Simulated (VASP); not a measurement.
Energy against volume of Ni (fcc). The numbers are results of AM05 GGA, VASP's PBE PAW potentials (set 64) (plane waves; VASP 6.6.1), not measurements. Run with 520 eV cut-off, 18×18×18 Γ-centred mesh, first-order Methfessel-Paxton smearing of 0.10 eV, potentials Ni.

| V (Å³/atom) | E (eV/atom) |
|---|---|
| 9.712 | -5.86545 |
| 10.021 | -5.88851 |
| 10.331 | -5.89572 |
| 10.641 | -5.88965 |

Question: Fit these four points and predict the energy of the run at 10.951 Å³/atom.

Answer: A cubic in V^(−2/3), the third-order Birch-Murnaghan form, passes through the four points with V0 = 10.33 Å³/atom and B0 = 228 GPa, and gives -5.8725 eV/atom there. The run gave -5.8724 eV/atom, +0.1 meV/atom from the fit; all five points give B0 = 228 GPa.

The compound is Ni in the fcc structure. It was relaxed first, which changed the volume by -5 %.
